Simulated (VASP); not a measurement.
Ca2C: single point with r2SCAN

The system is Ca2C.

```
C Ca
1.0
    -0.17240    3.09009    3.09009
     3.09009   -0.17240    3.09009
     3.09009    3.09009   -0.17240
C Ca
1 2
Direct
  0.00000 0.00000 0.00000
  0.25057 0.25057 0.25057
  0.74943 0.74943 0.74943
```

The cell was built by a generator and needn't be a form met in nature.

The cell isn't the ideal one: epitaxial_111 strain +4.3%.

| Property | Result |
| --- | --- |
| Program | VASP 6.6.1 |
| Task | single point |
| Functional | r2SCAN |
| Potentials or basis | VASP PAW PBE potentials, release 64 (C, Ca_sv) |
| Cutoff | 520 eV |
| k mesh | 8 × 8 × 8 |
| Occupations | gaussian, width 0.01 eV |
| Spin | no spin polarisation |

* Pressure: -1.7 GPa
* Largest force: 0.015 eV/Å
* Band gap on the k mesh: 0.36 eV, direct

Forces on the atoms (eV/Å):
```
C    0.000  0.000  0.000
Ca   0.009  0.009  0.009
Ca  -0.009 -0.009 -0.009
```

Stress tensor (GPa, compression positive):
```
-1.66  1.05  1.05
 1.05 -1.66  1.05
 1.05  1.05 -1.66
```

Levels at points of the mesh, in eV from the valence-band top:
| k point | band 10 | band 11 | band 12 | band 13 | band 14 | band 15 |
| --- | --- | --- | --- | --- | --- | --- |
| (0.00, 0.00, 0.00) | -1.15 | -1.15 | -0.87 | 0.85 | 2.19 | 2.19 |
| (0.50, 0.00, 0.00) | -2.09 | -0.52 | -0.34 | 3.04 | 3.05 | 3.51 |
| (0.50, 0.50, 0.00) | -2.01 | -0.20 | 0.00 | 0.36 | 2.76 | 3.03 |
| (0.50, 0.50, 0.50) | -1.71 | -0.51 | -0.51 | 2.53 | 3.06 | 3.06 |

Wall time 2.6 min on 1 thread of Intel(R) Xeon(R) 6975P-C (Granite Rapids), with other jobs on the host, peak memory 0.26 GiB.

Caveat: the PAW data sets were made with another functional, which shifts forces and pressure a little. A k mesh can miss the band edges.
